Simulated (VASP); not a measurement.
Data:

```yaml
crystal:
  lattice:
    - [3.82009, 0.00000, 0.00000]
    - [0.00000, 3.82009, 0.00000]
    - [0.00000, 0.00000, 3.81992]
  atoms:
    - { symbol: Ba, position: [0.00000, 0.00000, 0.99281] }
    - { symbol: Ti, position: [0.50000, 0.50000, 0.49328] }
    - { symbol: O, position: [0.50000, 0.50000, 0.99251] }
    - { symbol: O, position: [0.00000, 0.50000, 0.49270] }
    - { symbol: O, position: [0.50000, 0.00000, 0.49270] }
```

These are PBEsol GGA, VASP's PBE PAW potentials (set 64) (plane waves; VASP) values and carry that method's errors. Numerical set-up: 620 eV cut-off, 6×6×6 Γ-centred mesh, Gaussian smearing of 0.050 eV, potentials Ba_sv Ti_sv O.

Unless said otherwise, spin-orbit coupling is left out, though it shifts the bands of the heavy elements here.

Estimate the energy per atom (σ→0), pressure, band gap (on the k-mesh) with the smallest direct gap where there is one.

- band gap (on the k-mesh) = 1.92 eV
- smallest direct gap (on the k-mesh) = 1.92 eV
- energy per atom (σ→0) = -8.271 eV/atom
- pressure = 29.78 GPa

Total energies compare only between runs with the same potentials, cut-off and functional.

The compound is BaTiO3 in the tetragonal perovskite structure. It was relaxed first under an external pressure of 30 GPa.
